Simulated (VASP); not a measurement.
Write the native input for VASP 6.6.1 that does the following.

```yaml
Task: single point
Functional: PBE
Potentials_or_basis: VASP PAW PBE potentials, release 64 (F, Ga_d, Si, Cl, H)
Cutoff: 520 eV
k_mesh: 1 × 1 × 1
Occupations: gaussian, width 0.01 eV
Spin: no spin polarisation
Further_INCAR_settings: ALGO = Normal; EDIFF = 1e-06
```

The structure of FGaSiClH3 lies in POSCAR:

```
GaSiH3ClF
1.0
   14.0000000000      0.0000000000      0.0000000000
    0.0000000000     14.0000000000      0.0000000000
    0.0000000000      0.0000000000     12.0000000000
F Ga Si Cl H
1 1 1 1 3
Direct
    0.5275890000      0.3373740000      0.5451400000
    0.4775260000      0.4402910000      0.4809040000
    0.5636690000      0.5919980000      0.4822500000
    0.3464750000      0.4171820000      0.3992070000
    0.5075100000      0.6631570000      0.4200970000
    0.5804250000      0.6195640000      0.5971830000
    0.6617640000      0.5775810000      0.4313370000
```

The cell isn't the ideal one: atoms moved at random, drawn with an rms of 0.05 Å.

These files were run (other wordings do the same):

INCAR

```
SYSTEM = GaSiH3ClF
PREC     = Accurate       ! precision mode
ENCUT    = 520            ! plane-wave cutoff, eV
EDIFF    = 1E-6           ! SCF threshold, eV
ISMEAR   = 0              ! smearing method
SIGMA    = 0.01           ! smearing width, eV
LREAL    = .False.        ! projectors in reciprocal space
LASPH    = .True.         ! aspherical terms in the spheres
NELM     = 80             ! most SCF steps
ALGO     = Normal         ! electronic algorithm
ISIF     = 2              ! what is computed and relaxed
LWAVE    = .False.        ! write WAVECAR
LCHARG   = .True.         ! write CHGCAR
GGA      = PE             ! functional
LELF     = .True.         ! ELF
LVHAR    = .True.       
LVACPOTAV= .True.
```

KPOINTS

```
Automatic mesh
0
Gamma
  1 1 1
  0 0 0
```

Potentials or basis: VASP PAW PBE potentials, release 64 (F, Ga_d, Si, Cl, H).

Command:

```bash
$ cat potpaw_PBE.64/F/POTCAR potpaw_PBE.64/Ga_d/POTCAR potpaw_PBE.64/Si/POTCAR potpaw_PBE.64/Cl/POTCAR potpaw_PBE.64/H/POTCAR > POTCAR
$ mpirun -np 1 vasp_gam > vasp.out
```

Results of the run:

| Quantity | Value |
| --- | --- |
| Largest force | 1.072 eV/Å |
| Gap between the frontier levels | 4.74 eV |

It took 2.7 min on 1 thread of Intel(R) Xeon(R) 6975P-C (Granite Rapids) (shared host), peak memory 1.6 GiB.
